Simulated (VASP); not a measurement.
Given:

```xyz
6
Lattice="1.5688 -2.7173 0.0000 1.5688 2.7173 0.0000 0.0000 0.0000 15.7364" Properties=species:S:1:pos:R:3 pbc="T T T"
W      1.5688     0.9058     3.9341
W      1.5688    -0.9058    11.8023
S      1.5688     0.9058    13.3431
S      1.5688    -0.9058     5.4749
S      1.5688    -0.9058     2.3933
S      1.5688     0.9058    10.2615
```

Computed with revPBE GGA, VASP's PBE PAW potentials (set 64) (plane waves; VASP). Settings: 520 eV cut-off, 8×8×2 Γ-centred mesh, Gaussian smearing of 0.050 eV, potentials W_sv S.

Without a dispersion term in the relaxation, distances and binding between the weakly bound layers, chains or molecules are unreliable, and so is what depends on them.

Task: The ions and cell shape at fixed volume are relaxed. Predict the relaxed structure.

Result: 
```xyz
6
Lattice="1.6006 -2.7723 0.0000 1.6006 2.7723 0.0000 0.0000 0.0000 15.1188" Properties=species:S:1:pos:R:3 pbc="T T T"
W      1.6006     0.9241     3.7797
W      1.6006    -0.9241    11.3391
S      1.6006     0.9241    12.9111
S      1.6006    -0.9241     5.3517
S      1.6006    -0.9241     2.2077
S      1.6006     0.9241     9.7670
```
Space group P6_3/mmc (194), at a tolerance of 0.03 Å.

Task: How much energy does the relaxation gain?

Result: The energy (σ→0) changes by -33.2 meV/atom, in 8 ionic steps.

The compound is WS2 in the 2H layered structure. This cell is one point of a volume scan, at 0.94 of the reference volume. Symmetry was kept, so distortions that lower it aren't found.
